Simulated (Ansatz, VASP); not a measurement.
# Cross-check of CsPbCl3 between VASP and Ansatz, part 2 of 2

One calculation is typed for both programs; each brings its own data sets. How far apart do they land? The cell is taken from a series of runs on this material, whose earlier steps may have relaxed, scaled, displaced or heated it; both programs get it as it stands.

VASP 6.6.1 and Ansatz 0.2.0.

So far: Set-up; VASP: elastic constants, LDA.

### Step 3. Ansatz: elastic constants, LDA

Level of this step: Ansatz beside VASP: Kohn-Sham DFT, plane waves, LDA (Ansatz).

Ansatz runs on its default PAW (the set named soft_2) files.

The same cell, functional (in two slightly different forms), mesh and smearing now go to Ansatz, which takes its cutoff from its data sets.

input.yaml

```yaml
crystal:
  lattice:
    - [5.5209646658, 0.0, 0.0]
    - [0.0, 5.5209646658, 0.0]
    - [0.0, 0.0, 5.5209646658]
  atoms:
    - { symbol: Cs, position: [0.0, 0.0, 0.0] }
    - { symbol: Pb, position: [0.5, 0.5, 0.5] }
    - { symbol: Cl, position: [0.5, 0.5, 0.0] }
    - { symbol: Cl, position: [0.0, 0.5, 0.5] }
    - { symbol: Cl, position: [0.5, 0.0, 0.5] }
kpoints:
  mp_grid: { grid: [6, 6, 6] }
hamiltonian:
  xc: lda
scf:
  occupations: { method: gaussian, width: 0.02 }
output:
  forces: true
  stress: true
  eigenvalues: true
elastic:
  mode: relaxed_ion
  stencil: two_point
```

On the command line:

```
> ansatz run input.yaml --threads 8 --pin off --max-ram 16384MiB --backend cpu --events-out ev --progress --plain --runs-dir out
```

Numbers of over 12 decimals in the logs are rounded to 6 here.

Output:

```text
Engine: ansatz 0.2.0, x86_64-unknown-linux-gnu
Pseudopotentials: kind: paw
Pseudopotential: Cs, paw, valence charge 9, recommended cutoff 420 eV (normal), Cs.paw.azcp
Pseudopotential: Pb, paw, valence charge 14, recommended cutoff 420 eV (normal), Pb.paw.azcp
Pseudopotential: Cl, paw, valence charge 7, recommended cutoff 420 eV (normal), Cl.paw.azcp
Functional definition: SPW92
  exchange = slater_x
  correlation = pw_c
Crystal: 5 atoms, lattice volume = 168.285 Å³
Basis set: ecut = 420 eV, 3287 PW (Γ)
Bands: 27, of which v1, the nominal top of the filled ones, is band 22 counted from 1 (21 counted from 0)
Symmetry: 48 space group operations
Space group: Pm-3m (ITA 221), of the structure as read, at distance tolerance 5.5e-5 Å
k-points: 20 of 216
Non-local potential: Cs, projectors of the file, l = 0: 3, l = 1: 2, l = 2: 2, l = 3: 2
Non-local potential: Pb, projectors of the file, l = 0: 2, l = 1: 2, l = 2: 2, l = 3: 2
Non-local potential: Cl, projectors of the file, l = 0: 2, l = 1: 2, l = 2: 2
PAW form: soft (Blöchl's): semilocal exchange-correlation on the pseudo side does not see the compensation charge
PAW frozen core: Cs, regenerated for the run's functional, and the local potential with it (the file was generated under x = pbe(κ = 0.804, μ = 0.219515), c = pbe(β = 0.066725))
PAW frozen core: Pb, regenerated for the run's functional, and the local potential with it (the file was generated under x = pbe(κ = 0.804, μ = 0.219515), c = pbe(β = 0.066725))
PAW frozen core: Cl, regenerated for the run's functional, and the local potential with it (the file was generated under x = pbe(κ = 0.804, μ = 0.219515), c = pbe(β = 0.066725))
PAW one-centre angular grid: Cs, 194 points (default); XC on 64 Gauss nodes
PAW one-centre angular grid: Pb, 590 points (default); XC on 64 Gauss nodes
PAW one-centre angular grid: Cl, 110 points (default); XC on 64 Gauss nodes
Initial density: superposition of atomic densities (neutral atoms: chi_scale 0, normalization atom), corrected by the library's trained network
Initial wavefunctions: pseudopotential atomic-orbital guess
Functional: x = slater, c = lda
SCF iter   1: F=—  HF=-20246.790336 eV  |F-HF|=—  |Δ(HF+E_count)|=         —  Δρ=5.54e-3  dr2=5.97e-2  ethr=1.77e-3  ⟨swp⟩=8.3  Hψ=2925  notcnv=0
preconditioner: auto → Resta (q_TF=auto, 2.182 Å⁻¹)  ε∞=3.0  [insulator: Δε(μ)=1.444 eV  Ē_g=13.070 eV  σ=0.020 eV  W_gap=1.00  n_scr=26 (ndim 8)  ℏωp=18.6 eV  f_vac=0.057  D(μ)=0.00/eV (n_scr^D=0)  ε∞_Penn≈3.0]
SCF iter   2: F=—  HF=-20246.773051 eV  |F-HF|=—  |Δ(HF+E_count)|=   1.73e-2  Δρ=2.58e-3  dr2=8.95e-3  ethr=1.36e-4  ⟨swp⟩=2.9  Hψ=1076  notcnv=0  defer=20
SCF iter   3: F=—  HF=-20246.770517 eV  |F-HF|=—  |Δ(HF+E_count)|=   2.53e-3  Δρ=6.08e-4  dr2=6.08e-4  ethr=2.03e-5  ⟨swp⟩=2.8  Hψ=935  notcnv=0  defer=20
SCF iter   4: F=—  HF=-20246.770432 eV  |F-HF|=—  |Δ(HF+E_count)|=   8.45e-5  Δρ=1.01e-4  dr2=2.44e-5  ethr=1.38e-6  ⟨swp⟩=2.3  Hψ=883  notcnv=0  defer=20
SCF iter   5: F=—  HF=-20246.770437 eV  |F-HF|=—  |Δ(HF+E_count)|=   4.16e-6  Δρ=3.09e-5  dr2=2.46e-6  ethr=5.54e-8  ⟨swp⟩=2.5  Hψ=986  notcnv=0  defer=20
SCF iter   6: F=—  HF=-20246.770436 eV  |F-HF|=—  |Δ(HF+E_count)|=   8.86e-7  Δρ=4.65e-6  dr2=6.63e-8  ethr=5.59e-9  ⟨swp⟩=2.4  Hψ=860  notcnv=0  defer=20
SCF iter   7: F=—  HF=-20246.770436 eV  |F-HF|=—  |Δ(HF+E_count)|=   1.16e-8  Δρ=9.71e-7  dr2=2.90e-9  ethr=1.51e-10  ⟨swp⟩=2.4  Hψ=981  notcnv=0  defer=20
SCF iter   8: F=—  HF=-20246.770436 eV  |F-HF|=—  |Δ(HF+E_count)|=  7.97e-10  Δρ=1.53e-7  dr2=4.44e-11  ethr=6.60e-12  ⟨swp⟩=2.4  Hψ=871  notcnv=0  defer=20
SCF iter   9: F=—  HF=-20246.770436 eV  |F-HF|=—  |Δ(HF+E_count)|=  3.64e-11  Δρ=1.79e-8  dr2=5.20e-13  ethr=1.01e-13 (applied; sched 1.00e-12)  ⟨swp⟩=2.2  Hψ=961  notcnv=0  defer=20
SCF iter  10: F=-20246.770436 eV  HF=-20246.770436 eV  |F-HF|=7.28e-12  |Δ(HF+E_count)|=  3.64e-12  Δρ=1.92e-9  dr2=7.15e-15  ethr=1.00e-12  ⟨swp⟩=10.5  Hψ=2438  notcnv=0
SCF 1 converged in 10 iterations: F = -20246.770436 eV  dr2 = 7.15e-15
  greatest PAW one-centre occupation: 0.983 electrons in one spin orbital (limit 2), on the Pb atom at site 1 (counted from 0), in its partial waves of l = 2
Crystal: 5 atoms, lattice volume = 167.948 Å³
Basis set: ecut = 420 eV, 3263 PW (Γ)
Symmetry: 16 space group operations
k-points: 40 of 216
Initial density: handed on by an earlier stage of this run
Initial wavefunctions: those handed on with the density
[...]
SCF 2 converged in 9 iterations: F = -20246.770290 eV  dr2 = 8.65e-15
Crystal: 5 atoms, lattice volume = 168.621 Å³
[...]
preconditioner: auto → Resta (q_TF=auto, 2.181 Å⁻¹)  ε∞=3.0  [insulator: Δε(μ)=1.528 eV  Ē_g=13.117 eV  σ=0.020 eV  W_gap=1.00  n_scr=26 (ndim 8)  ℏωp=18.5 eV  f_vac=0.045  D(μ)=0.00/eV (n_scr^D=0)  ε∞_Penn≈3.0]
[...]
SCF 3 converged in 5 iterations: F = -20246.770286 eV  dr2 = 7.95e-14
Basis set: ecut = 420 eV, 3283 PW (Γ)
Symmetry: 8 space group operations
k-points: 52 of 216
[...]
preconditioner: auto → Resta (q_TF=auto, 2.182 Å⁻¹)  ε∞=3.0  [insulator: Δε(μ)=1.524 eV  Ē_g=13.124 eV  σ=0.020 eV  W_gap=1.00  n_scr=26 (ndim 8)  ℏωp=18.6 eV  f_vac=0.044  D(μ)=0.00/eV (n_scr^D=0)  ε∞_Penn≈3.0]
[...]
SCF iter   3: F=—  HF=-20246.770428 eV  |F-HF|=—  |Δ(HF+E_count)|=   2.07e-8  Δρ=2.93e-6  dr2=1.07e-8  ethr=1.90e-9  ⟨swp⟩=2.0  Hψ=2009  notcnv=0  defer=52
SCF iter   4: F=—  HF=-20246.770428 eV  |F-HF|=—  |Δ(HF+E_count)|=   4.45e-9  Δρ=4.88e-7  dr2=3.81e-10  ethr=2.44e-11  ⟨swp⟩=2.0  Hψ=2418  notcnv=0  defer=52
SCF iter   5: F=—  HF=-20246.770428 eV  |F-HF|=—  |Δ(HF+E_count)|=  7.28e-11  Δρ=9.62e-8  dr2=1.13e-11  ethr=8.67e-13 (applied; sched 1.00e-12)  ⟨swp⟩=2.0  Hψ=2212  notcnv=0  defer=52
SCF iter   6: F=—  HF=-20246.770428 eV  |F-HF|=—  |Δ(HF+E_count)|=  2.18e-11  Δρ=2.30e-8  dr2=9.31e-13  ethr=2.56e-14 (applied; sched 1.00e-12)  ⟨swp⟩=2.0  Hψ=2446  notcnv=0  defer=52
SCF iter   7: F=-20246.770428 eV  HF=-20246.770428 eV  |F-HF|=0.00e0  |Δ(HF+E_count)|=  3.64e-12  Δρ=6.12e-9  dr2=7.88e-14  ethr=1.00e-12  ⟨swp⟩=5.0  Hψ=5391  notcnv=0
SCF 4 converged in 7 iterations: F = -20246.770428 eV  dr2 = 7.88e-14
iter 1 solved again at ethr=1.00e-12 eV; its pass at ethr=3.10e-3 eV (dr2=1.09e-10 eV) is discarded
SCF iter   1: F=—  HF=-20246.770428 eV  |F-HF|=—  |Δ(HF+E_count)|=         —  Δρ=1.33e-6  dr2=1.11e-10  ethr=1.00e-12  ⟨swp⟩=3.7  Hψ=8611  notcnv=0  defer=52
SCF iter   2: F=—  HF=-20246.770428 eV  |F-HF|=—  |Δ(HF+E_count)|=   3.85e-9  Δρ=6.68e-7  dr2=2.64e-11  ethr=2.52e-13 (applied; sched 1.00e-12)  ⟨swp⟩=2.3  Hψ=2145  notcnv=0  defer=52
SCF iter   3: F=—  HF=-20246.770428 eV  |F-HF|=—  |Δ(HF+E_count)|=   1.31e-9  Δρ=5.90e-8  dr2=8.58e-13  ethr=6.00e-14 (applied; sched 1.00e-12)  ⟨swp⟩=1.1  Hψ=1388  notcnv=0  defer=52
SCF iter   4: F=-20246.770428 eV  HF=-20246.770428 eV  |F-HF|=0.00e0  |Δ(HF+E_count)|=  1.09e-11  Δρ=8.63e-9  dr2=9.41e-14  ethr=1.00e-12  ⟨swp⟩=4.8  Hψ=5183  notcnv=0
SCF 5 converged in 4 iterations: F = -20246.770428 eV  dr2 = 9.41e-14
SCF converged after 10 iterations
Free energy (F): -20246.770436 eV
Harris-Foulkes:  -20246.770436 eV  (|F-HF|=7.28e-12)
Internal energy: -20246.770436 eV  (E = F + TS)
E sigma→0 (E₀):  -20246.770436 eV
Fermi energy:    5.242383 eV
--- Per-component energies (eV) ---
  E_band       = -228.585118
  E_kinetic    = 913.753548
  E_local      = -2622.071109  (includes V_loc(G=0)·N_el)
  E_nonlocal   = 477.635686
  E_hartree    = 988.243491
  E_xc         = -710.776065
  E_vxc        = -625.654352  (∫ρ·V_xc dr)
  E_paw        = -16877.892015  (= ΣΔE_a)
  E_vpaw       = -348.736216  (= ΣTr[D̂ρ^β])
  E_aug_tail   = 0.000343  (compensation charges beyond the density's cutoff)
  E_ewald      = -2416.428632
  E_core_change = 0.764318  (= ΣΔE_core)
  E_smearing   = -0.000000  (= −TS)
  E_closure    = -0.000000  (closes the sum)
  Σ components = -20246.770436   (vs F -20246.770436, Δ=0.00e0)
--- Forces (eV/Å), atoms counted from 1 ---
  atom   1  Cs    -0.00000000    -0.00000000    -0.00000000
  atom   2  Pb     0.00000000    -0.00000000     0.00000000
  atom   3  Cl    -0.00000000    -0.00000000    -0.00000000
  atom   4  Cl     0.00000000    -0.00000000    -0.00000000
  atom   5  Cl    -0.00000000    -0.00000000    -0.00000000
  max |Σ_I F_I| component: 3.62e-29 eV/Å
--- Stress (GPa, compression-positive) ---
       -0.001699      -0.000000       0.000000
        0.000000      -0.001699       0.000000
        0.000000       0.000000      -0.001699
  P = ⅓ Tr σ = -0.0017 GPa (-0.017 kbar)
--- Band table (eV; the first three rows and the last of 20) ---
  k-point 0: bands = [... 18 lower, 1.5171, 1.6543, 1.6543, 1.6543, 7.2253, 8.1804, 8.1804, 9.1676, ... 1 higher]
  k-point 1: bands = [... 18 lower, 1.4888, 1.6215, 1.6215, 1.6643, 7.5141, 8.3856, 8.3968, 9.2676, ... 1 higher]
  k-point 2: bands = [... 18 lower, 1.4369, 1.5520, 1.5520, 2.0704, 7.9566, 8.4541, 8.8989, 8.9869, ... 1 higher]
  k-point 19: bands = [... 18 lower, 2.0020, 2.0020, 2.0020, 4.4783, 6.0068, 6.0068, 6.0068, 9.0199, ... 1 higher]
--- Elastic constants: 2 strain directions × 2 members + reference (group order 48) ---
  dense FFT box of the reference and of every strained cell: 40×40×40
  strains applied: 11, 23; error gains: componentwise 1.00 (the most a stress slope's error grows in a printed constant), spectral 1.73 (1 for all six strains in a standard setting)
  C = ∂σ_k/∂η_j (tension-positive GPa; Voigt order 11 22 33 23 13 12):
        70.840      8.886      8.886     -0.000     -0.000     -0.000
         8.886     70.840      8.886     -0.000     -0.000     -0.000
         8.886      8.886     70.840     -0.000     -0.000     -0.000
        -0.000      0.000     -0.000      4.213     -0.000     -0.000
         0.000      0.000     -0.000      0.000      4.213      0.000
        -0.000      0.000     -0.000      0.000      0.000      4.213
  reference stress σ⁰ (GPa):      0.002      0.002      0.002     -0.000     -0.000      0.000
  C* (energy form; C + prestress term) asymmetry max|C*_kj − C*_jk| = 1.776e-15 GPa — a small one proves nothing (zero by symmetry where the batch's group is 432, −43m or m−3m); a large one is finite-difference/SCF noise where every solve meets its electron count
  moduli (Voigt/Reuss/Hill, GPa): K = 29.54/29.54/29.54   G = 14.92/6.44/10.68   E = 28.59   ν = 0.339
  mechanically stable: yes (min eigenvalue of sym C = 4.21 GPa)
  strain η (Voigt 11):  stress-route row diagonal C_11 = 70.84 GPa, energy-path curvature d²(F+E_count+ΔE)/dδ²/Ω₀ = 70.84 GPa
         δ    σ_11 (GPa)             F (eV)   n_scf  n_hpsi   n_pw
    -2.000e-3      -0.1416      -20246.7702897       9   23010   3328   relax 0 steps, max|allowed force component| 5.74e-29 eV/Å
     2.000e-3       0.1417      -20246.7702863       5   17268   3328   relax 0 steps, max|allowed force component| 1.10e-29 eV/Å
  strain η (Voigt 23):  stress-route row diagonal C_44 = 4.21 GPa, energy-path curvature d²(F+E_count+ΔE)/dδ²/Ω₀ = 4.21 GPa
         δ    σ_23 (GPa)             F (eV)   n_scf  n_hpsi   n_pw
    -2.000e-3      -0.0084      -20246.7704281       7   25363   3328   relax 0 steps, max|allowed force component| 1.07e-29 eV/Å
     2.000e-3       0.0084      -20246.7704281       4   18485   3328   relax 0 steps, max|allowed force component| 2.06e-28 eV/Å
```

### Step 4. Side by side

Known differences besides the potentials themselves: the two LDA forms differ slightly; the cutoff is 420 eV in Ansatz and 500 eV in VASP; VASP's log shows a relativistic correction to its local exchange, Ansatz's none; VASP takes each elastic constant from one size of strain, Ansatz from those that its log lists. Total energies have different zeros and are not compared.

The two programs side by side:

```csv
quantity,Ansatz,VASP,difference
C11 (GPa),70.8,71.8,-1.31 %
C22 (GPa),70.8,71.8,-1.31 %
C33 (GPa),70.8,71.8,-1.31 %
C12 (GPa),8.9,9.0,-1.16 %
C13 (GPa),8.9,9.0,-1.16 %
C23 (GPa),8.9,9.0,-1.16 %
C44 (GPa),4.2,4.3,-1.33 %
C55 (GPa),4.2,4.3,-1.33 %
C66 (GPa),4.2,4.3,-1.33 %
```

### Step 5. Summary of results

| Item | Value |
| --- | --- |
| difference in C44 (elastic constants, LDA) | -1.3 % |

In words: The difference in C44 is -1.3 % (elastic constants, LDA), within the 5 % picked in this series as the mark of a large difference. Such differences can come from data sets, numerical settings and the points named under the comparisons, not from the functional's error against experiment.

[Lines on the potential files, build, host, timing and source positions are cut from VASP's logs without a mark.]

[Logs are printed without paths, hosts, clocks, repeated set-up lines and the standing remarks that a program may print on its own settings, such as how far it seeks lower states.]

[Hosts, paths, dates, database ids (printed as entryN), source tags and the programs' standing remarks are cut or masked in the printed files.]
